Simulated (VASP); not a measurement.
An input for Ansatz (written as the equivalent of a VASP run, and not itself run):

Ansatz 0.2 input:
```yaml
crystal:
  lattice:
    - [0.0000000, 3.2998420, 3.2998420]
    - [3.2998420, 0.0000000, 3.2998420]
    - [3.2998420, 3.2998420, 0.0000000]
  atoms:
    - { symbol: Na, position: [0.2500000, 0.2500000, 0.2500000] }
    - { symbol: Na, position: [0.7500000, 0.7500000, 0.7500000] }
    - { symbol: S, position: [0.0000000, 0.0000000, 0.0000000] }
kpoints:
  mp_grid: { grid: [5, 5, 5], shift: [0.5, 0.5, 0.5] }
hamiltonian:
  xc: pbe0
  pseudopotentials: { kind: paw }
scf:
  occupations: { method: gaussian, width: 0.01 }
  max_iter: 100
output: { forces: true, stress: true, eigenvalues: true }
```

### Question
Write the VASP files for the same calculation (PBE0).

### Answer
This is not unique; one that fits is 
KPOINTS:
```
Automatic mesh
0
G
 5 5 5
0.5 0.5 0.5
```

### INCAR
```
SYSTEM = Na2S
PREC = Accurate
ENCUT = 180
EDIFF = 1E-6
NELM = 100
ALGO = Normal
LREAL = .FALSE.
LASPH = .TRUE.
ISMEAR = 0
SIGMA = 0.01
GGA = PE
AEXX = 0.25
HFRCUT = -1
LHFCALC = .TRUE.
PRECFOCK = Fast
ISYM = 3
LWAVE = .FALSE.
LCHARG = .FALSE.
ISIF = 2
```

**POSCAR**
```
Na2S
1
    0.0000000000     3.2998420000     3.2998420000
    3.2998420000     0.0000000000     3.2998420000
    3.2998420000     3.2998420000     0.0000000000
Na S
2 1
Direct
  0.2500000000   0.2500000000   0.2500000000
  0.7500000000   0.7500000000   0.7500000000
  0.0000000000   0.0000000000   0.0000000000
```

POTCAR, in this order: Na_pv S (PBE.64 set). Program: vasp_std.

Limits of the translation: each code has its own PAW files, so the cut-off isn't converted (ENCUT is set for VASP's; basis.ecutwfc is left out, and Ansatz then takes the one that its files recommend); Ansatz stops its SCF on the density residual and VASP on the energy change (EDIFF).

The structure comes from a computed database's Na2S entry; how it stands against other phases isn't given here. The cell was not relaxed at this level. The run is one of a series of settings (ENCUT = 180 against the base run), some of them coarse on purpose.
